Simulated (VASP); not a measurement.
Method: r2SCAN meta-GGA, VASP's PBE PAW potentials (set 64) (plane waves; VASP).

VASP input:

POSCAR:
```
Os
1
    1.3843628148    -2.3977863711     0.0000000000
    1.3843628148     2.3977863711     0.0000000000
    0.0000000000     0.0000000000     4.3600460008
Os
2
Direct
  0.3333330000   0.6666670000   0.2500000000
  0.6666670000   0.3333330000   0.7500000000
```

KPOINTS:
```
Regular mesh
0
Gamma
  14 14 8
0 0 0
```

### INCAR
```
! general
SYSTEM  = Os
PREC    = Accurate
ENCUT   = 480
LREAL   = .False.   ! projection in real space or not
LASPH   = .True.   ! aspherical one-centre terms

! electronic loop
EDIFF   = 1E-7   ! SCF stop (eV)
NELM    = 100   ! most electronic steps
ALGO    = Normal   ! blocked Davidson
LMAXMIX = 6
LMIXTAU = .True.

! smearing
ISMEAR  = 1   ! Methfessel-Paxton
SIGMA   = 0.1   ! width (eV)

! functional
METAGGA = R2SCAN

! ions
IBRION  = 2   ! conjugate gradients
NSW     = 30   ! most ionic steps
ISIF    = 2
EDIFFG  = -0.01   ! ionic stop

! output
LWAVE   = .False.
LCHARG  = .False.
```

POTCAR, in this order: Os (PBE.64 set). Program: vasp_std.

What VASP printed:

File OSZICAR:
```
       N       E                     dE             d eps       ncg     rms          rms(c)
DAV:   1     0.168330223942E+02    0.16833E+02   -0.76386E+03  2880   0.125E+03
DAV:   2    -0.101503197691E+03   -0.11834E+03   -0.10698E+03  3104   0.398E+02
DAV:   3    -0.108632438919E+03   -0.71292E+01   -0.65052E+01  3508   0.791E+01
DAV:   4    -0.108802929011E+03   -0.17049E+00   -0.16814E+00  3044   0.125E+01
DAV:   5    -0.108805029537E+03   -0.21005E-02   -0.20982E-02  3356   0.112E+00    0.207E+01
DAV:   6    -0.106210614041E+03    0.25944E+01   -0.91061E-01  2948   0.918E+00    0.102E+01
DAV:   7    -0.105055439108E+03    0.11552E+01   -0.25965E+00  3264   0.147E+01    0.254E+00
DAV:   8    -0.105868072108E+03   -0.81263E+00   -0.49470E-01  3112   0.646E+00    0.359E-01
DAV:   9    -0.105963487686E+03   -0.95416E-01   -0.67723E-02  3144   0.227E+00    0.164E-01
DAV:  10    -0.105967533944E+03   -0.40463E-02   -0.28440E-03  3072   0.523E-01    0.467E-02
DAV:  11    -0.105965095490E+03    0.24385E-02   -0.12004E-03  3056   0.306E-01    0.186E-01
DAV:  12    -0.105967657019E+03   -0.25615E-02   -0.87348E-04  2976   0.293E-01    0.707E-02
DAV:  13    -0.105967751042E+03   -0.94023E-04   -0.60669E-05  2948   0.753E-02    0.415E-02
DAV:  14    -0.105967733559E+03    0.17483E-04   -0.54523E-06  3356   0.252E-02    0.238E-02
DAV:  15    -0.105967760446E+03   -0.26887E-04   -0.69121E-06  2888   0.266E-02    0.456E-03
DAV:  16    -0.105967750570E+03    0.98762E-05   -0.10646E-06  3012   0.109E-02    0.190E-03
DAV:  17    -0.105967755843E+03   -0.52729E-05   -0.50668E-07  2772   0.622E-03    0.169E-03
DAV:  18    -0.105967751598E+03    0.42454E-05   -0.10280E-07  1472   0.297E-03    0.950E-04
DAV:  19    -0.105967753366E+03   -0.17681E-05   -0.51911E-09  1464   0.836E-04    0.943E-04
DAV:  20    -0.105967752797E+03    0.56858E-06   -0.45247E-09  1464   0.687E-04    0.298E-04
DAV:  21    -0.105967752896E+03   -0.99255E-07   -0.21014E-09  1456   0.567E-04
   1 F= -.10596775E+03 E0= -.10596727E+03  d E =-.105968E+03
```

OUTCAR:
```
------------------------ aborting loop because EDIFF is reached ----------------------------------------
  FORCE on cell =-STRESS in cart. coord.  units (eV):
  Direction    XX          YY          ZZ          XY          YZ          ZX
  --------------------------------------------------------------------------------------
  Total       -2.1274324     -2.1274318     -2.2923703      0.0000000      0.0000000      0.0000000
  in kB     -117.7564972   -117.7564618   -126.8860480      0.0000000      0.0000000      0.0000000
  external PRESSURE =    -120.7996690 kB  Pullay stress =       0.0000000 kB
  volume of cell :       28.95
      direct lattice vectors                 reciprocal lattice vectors
     1.384362815 -2.397786371  0.000000000     0.361176994 -0.208525666  0.000000000
     1.384362815  2.397786371  0.000000000     0.361176994  0.208525666  0.000000000
     0.000000000  0.000000000  4.360046001     0.000000000  0.000000000  0.229355378
 POSITION                                       TOTAL-FORCE (eV/Angst)
 -----------------------------------------------------------------------------------
      1.38436      0.79926      1.09001         0.000000      0.000000      0.000000
      1.38436     -0.79926      3.27003        -0.000000     -0.000000      0.000000
 -----------------------------------------------------------------------------------
    total drift:                               -0.000000      0.000029     -0.000020
  FREE ENERGIE OF THE ION-ELECTRON SYSTEM (eV)
  ---------------------------------------------------
  free  energy   TOTEN  =      -105.9677528965 eV

  energy  without entropy=     -105.9663155285  energy(sigma->0) =     -105.96727377

 reached required accuracy - stopping structural energy minimisation
```
(Selected blocks of OUTCAR.)

The compound is Os in the hcp structure. This cell was strained or had an atom moved on purpose.
